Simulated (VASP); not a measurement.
A convergence study with VASP on Cd (space group P6_3/mmc): one setting is varied, all else stays as given below, so the limit is that of these other settings.

```yaml
crystal:
  lattice:
    - [1.48553, -2.57301, 0.00000]
    - [1.48553, 2.57301, 0.00000]
    - [0.00000, 0.00000, 5.60314]
  atoms:
    - { symbol: Cd, position: [0.33333, 0.66667, 0.25000] }
    - { symbol: Cd, position: [0.66667, 0.33333, 0.75000] }
```

Calculation: PBE GGA, VASP's PBE PAW potentials (set 64) (plane waves; VASP). The tightest run used: 450 eV cut-off, 13×13×6 Γ-centred mesh, Gaussian smearing of 0.10 eV, potentials Cd.

Problem. The settings run are ENCUT = 150; ENCUT = 180; ENCUT = 210; ENCUT = 255; ENCUT = 360; ENCUT = 450. From which on does the highest Γ mode stay within 5 cm⁻¹ of the tightest run?

Solution. From ENCUT = 255 on: it is off by 1.5 there and by no more than 5 in any finer run, while ENCUT = 210 is off by 23.1.
| setting | highest Γ mode (cm⁻¹) | plane waves | difference judged (cm⁻¹) |
|---|---|---|---|
| ENCUT = 150 | 130.2 | 189 | 27.1 |
| ENCUT = 180 | 43.8 | 247 | 59.3 |
| ENCUT = 210 | 126.2 | 313 | 23.1 |
| ENCUT = 255 | 104.6 | 408 | 1.5 |
| ENCUT = 360 | 102.1 | 678 | 0.9 |
| ENCUT = 450 | 103.1 | 941 | 0.0 |

Left out are rungs that failed or repeat a setting and relaxations that didn't move; long series are thinned to 24 rows.

The structure is a typed Cd crystal (space group no. 194). The cell was not relaxed at this level.
